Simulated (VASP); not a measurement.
The system is Co7NiO8.

```
CELL_PARAMETERS angstrom
0.00000 -4.25160 -4.25160
-4.25160 -4.25160 0.00000
-4.25160 0.00000 -4.25160
ATOMIC_POSITIONS crystal
Co 0.50000 0.50000 0.50000
Co 0.50000 0.00000 0.50000
Co 0.50000 0.50000 0.00000
Co 0.50000 0.00000 0.00000
Co 0.00000 0.50000 0.50000
Co 0.00000 0.00000 0.50000
Co 0.00000 0.50000 0.00000
Ni 0.00000 0.00000 0.00000
O 0.25000 0.25000 0.25000
O 0.25000 0.75000 0.25000
O 0.25000 0.25000 0.75000
O 0.25000 0.75000 0.75000
O 0.75000 0.25000 0.25000
O 0.75000 0.75000 0.25000
O 0.75000 0.25000 0.75000
O 0.75000 0.75000 0.75000
```

The cell was built by a generator and needn't be a form met in nature.

* Program: VASP 6.6.1
* Task: relaxation of cell and atoms
* Functional: PBE
* Potentials or basis: VASP PAW PBE potentials, release 64 (Co, Ni, O)
* Cutoff: 600 eV
* k mesh: 6 × 6 × 6
* Occupations: gaussian, width 0.03 eV
* Spin: collinear spin, ferromagnetic start
* Starting moments: [3.0, 3.0, 3.0, 3.0, 3.0, 3.0, 3.0, 2.0, 0.0, 0.0, 0.0, 0.0, 0.0, 0.0, 0.0, 0.0] μB
* Hubbard terms: Co d U = 3.32 eV, Ni d U = 6.2 eV

At the start: pressure 1.6 GPa; volume 9.61 Å³/atom.

How do energy, volume and symmetry change on relaxing?

Over 7 steps the energy falls by 7.8 meV/atom and the volume is 9.71 Å³/atom (+1.1 %); space group Fm-3m (No. 225, to 0.05 Å); moment 20.00 μB per cell.

Step by step:
| step | energy change (eV) | largest force (eV/Å) | pressure (GPa) | volume (Å³) |
| --- | --- | --- | --- | --- |
| 1 | 0.0000 | 0.4172 | 1.59 | 153.70 |
| 2 | -0.0509 | 0.3267 | -0.70 | 155.84 |
| 3 | -0.0623 | 0.2703 | -2.23 | 157.35 |
| 4 | -0.0991 | 0.1833 | -1.37 | 156.53 |
| 5 | -0.1251 | 0.0005 | 0.25 | 155.11 |
| 6 | -0.1251 | 0.0088 | 0.18 | 155.17 |
| 7 | -0.1253 | 0.0002 | 0.04 | 155.33 |

Final structure:
```cif
data_structure
_symmetry_space_group_name_H-M 'P 1'
_symmetry_Int_Tables_number 1
_cell_length_a 6.0338
_cell_length_b 6.0338
_cell_length_c 6.0338
_cell_angle_alpha 60.000
_cell_angle_beta 60.000
_cell_angle_gamma 60.000
_cell_volume 155.33
loop_
_atom_site_label
_atom_site_type_symbol
_atom_site_fract_x
_atom_site_fract_y
_atom_site_fract_z
_atom_site_occupancy
Co1 Co 0.50000 0.50000 0.50000 1
Co2 Co 0.50000 0.00000 0.50000 1
Co3 Co 0.50000 0.50000 0.00000 1
Co4 Co 0.50000 0.00000 0.00000 1
Co5 Co 0.00000 0.50000 0.50000 1
Co6 Co 0.00000 0.00000 0.50000 1
Co7 Co 0.00000 0.50000 0.00000 1
Ni1 Ni 0.00000 0.00000 0.00000 1
O1 O 0.25000 0.25000 0.25000 1
O2 O 0.23942 0.76058 0.23942 1
O3 O 0.23942 0.23942 0.76058 1
O4 O 0.23942 0.76058 0.76058 1
O5 O 0.76058 0.23942 0.23942 1
O6 O 0.76058 0.76058 0.23942 1
O7 O 0.76058 0.23942 0.76058 1
O8 O 0.75000 0.75000 0.75000 1
```
